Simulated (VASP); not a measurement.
All values below come from PBEsol GGA, VASP's PBE PAW potentials (set 64) (plane waves; VASP).

The input files of a VASP run:

### INCAR
```
! general
SYSTEM   =  Cu(111) slab
PREC     =  Normal
ENCUT    =  400
LREAL    =  F
LASPH    =  T

! electronic loop
EDIFF    =  1E-6
NELM     =  100
NELMIN   =  4
ALGO     =  Normal
LMAXMIX  =  4

! smearing
ISMEAR   =  1
SIGMA    =  0.1

! functional
GGA      =  PS

! output
LWAVE    =  F
LCHARG   =  F
LORBIT   =  11
LVHAR    =  T

! other
LDIPOL   =  T
IDIPOL   =  3
DIPOL    =  0.5 0.5 0.5
```

### POSCAR
```
Cu(111) slab
1
    2.5227565900     0.0000000000     0.0000000000
   -1.2613787892     2.1847712184     0.0000000000
    0.0000000000     0.0000000000    25.1234221584
Cu
5
Direct
  0.6666670000   0.3333330000   0.3377907474
  0.3333330000   0.6666670000   0.4187959223
  0.0000000000   0.0000000000   0.5000000000
  0.6666670000   0.3333330000   0.5812040777
  0.3333330000   0.6666670000   0.6622092526
```

KPOINTS:
```
Automatic mesh
0
Gamma
12 12 1
0 0 0
```

POTCAR, in this order: Cu (PBE.64 set). Program: vasp_std. Read from the step before: WAVECAR.

Output

**OUTCAR**
```
 ion  position               nearest neighbor table
   1  0.667  0.333  0.338-   2 2.50   2 2.50   2 2.50
   2  0.333  0.667  0.419-   1 2.50   1 2.50   1 2.50   3 2.51   3 2.51   3 2.51
   3  0.000  0.000  0.500-   2 2.51   4 2.51   4 2.51   2 2.51   4 2.51   2 2.51
   4  0.667  0.333  0.581-   5 2.50   5 2.50   5 2.50   3 2.51   3 2.51   3 2.51
   5  0.333  0.667  0.662-   4 2.50   4 2.50   4 2.50
  LATTYP: Found a hexagonal cell.
 ALAT       =     2.5227565900
 C/A-ratio  =     9.9587182759
 Subroutine PRICEL returns:
 Original cell was already a primitive cell.
 Subroutine GETGRP returns: Found 12 space group operations
The static configuration has the point symmetry D_3d.
The dynamic configuration has the point symmetry D_3d.
 Subroutine INISYM returns: Found 12 space group operations
 Subroutine IBZKPT returns following result:
 Found     19 irreducible k-points:

 Following reciprocal coordinates:
            Coordinates               Weight
  0.000000  0.000000  0.000000      1.000000
  0.083333 -0.000000  0.000000      6.000000
  0.166667  0.000000  0.000000      6.000000
  0.250000  0.000000  0.000000      6.000000
  0.333333 -0.000000  0.000000      6.000000
  0.416667 -0.000000  0.000000      6.000000
  0.500000  0.000000  0.000000      3.000000
  0.083333  0.083333  0.000000      6.000000
  0.166667  0.083333  0.000000     12.000000
  0.250000  0.083333  0.000000     12.000000
  0.333333  0.083333  0.000000     12.000000
  0.416667  0.083333  0.000000     12.000000
  0.166667  0.166667  0.000000      6.000000
  0.250000  0.166667  0.000000     12.000000
  0.333333  0.166667  0.000000     12.000000
  0.416667  0.166667  0.000000      6.000000
  0.250000  0.250000  0.000000      6.000000
  0.333333  0.250000  0.000000     12.000000
  0.333333  0.333333  0.000000      2.000000
   k-points           NKPTS =     19   k-points in BZ     NKDIM =     19   number of bands    NBANDS=     33
...
```

### OSZICAR
```
       N       E                     dE             d eps       ncg     rms          rms(c)
DAV:   1    -0.204202606394E+02   -0.20420E+02   -0.14146E-04  1613   0.465E-01    0.299E-02
DAV:   2    -0.204202802134E+02   -0.19574E-04   -0.55887E-04  1533   0.112E+00    0.436E-02
DAV:   3    -0.204202393606E+02    0.40853E-04   -0.23037E-04  1580   0.753E-01    0.564E-03
DAV:   4    -0.204202395812E+02   -0.22058E-06   -0.10803E-05  1778   0.110E-01    0.257E-03
DAV:   5    -0.204202395449E+02    0.36285E-07   -0.10703E-06   848   0.349E-02
   1 F= -.20420240E+02 E0= -.20419831E+02  d E =-.122427E-02
```

File OUTCAR:
```
------------------------ aborting loop because EDIFF is reached ----------------------------------------
  FORCE on cell =-STRESS in cart. coord.  units (eV):
  Direction    XX          YY          ZZ          XY          YZ          ZX
  --------------------------------------------------------------------------------------
  Total       -1.2090313     -1.2090312     -0.2543772      0.0000003      0.0000000     -0.0000000
  in kB      -13.9890431    -13.9890422     -2.9432599      0.0000032      0.0000000     -0.0000000
  external PRESSURE =     -10.3071151 kB  Pullay stress =       0.0000000 kB
  volume of cell :      138.47
      direct lattice vectors                 reciprocal lattice vectors
     2.522756590  0.000000000  0.000000000     0.396391790  0.228857004  0.000000000
    -1.261378789  2.184771218  0.000000000     0.000000000  0.457713829  0.000000000
     0.000000000  0.000000000 25.123422158     0.000000000  0.000000000  0.039803495
 POSITION                                       TOTAL-FORCE (eV/Angst)
 -----------------------------------------------------------------------------------
      1.26138      0.72826      8.48646         0.000000      0.000000     -0.016790
     -0.00000      1.45651     10.52159        -0.000000      0.000000      0.008642
      0.00000      0.00000     12.56171         0.000000      0.000000      0.000000
      1.26138      0.72826     14.60184         0.000000      0.000000     -0.008642
     -0.00000      1.45651     16.63696        -0.000000      0.000000      0.016790
 -----------------------------------------------------------------------------------
    total drift:                                0.000000      0.000000      0.000000
  FREE ENERGIE OF THE ION-ELECTRON SYSTEM (eV)
  ---------------------------------------------------
  free  energy   TOTEN  =       -20.4202395449 eV

  energy  without entropy=      -20.4190152729  energy(sigma->0) =      -20.41983145

 total charge

# of ion       s       p       d       tot
------------------------------------------
    1        0.469   0.323   9.178   9.970
    2        0.462   0.416   9.178  10.057
    3        0.468   0.429   9.166  10.063
    4        0.462   0.416   9.178  10.057
    5        0.469   0.323   9.178   9.970
--------------------------------------------------
tot          2.331   1.908  45.878  50.117
```
(Selected blocks of OUTCAR.)

The cell is a thin slab with vacuum, built from Cu (fcc): (111) face.
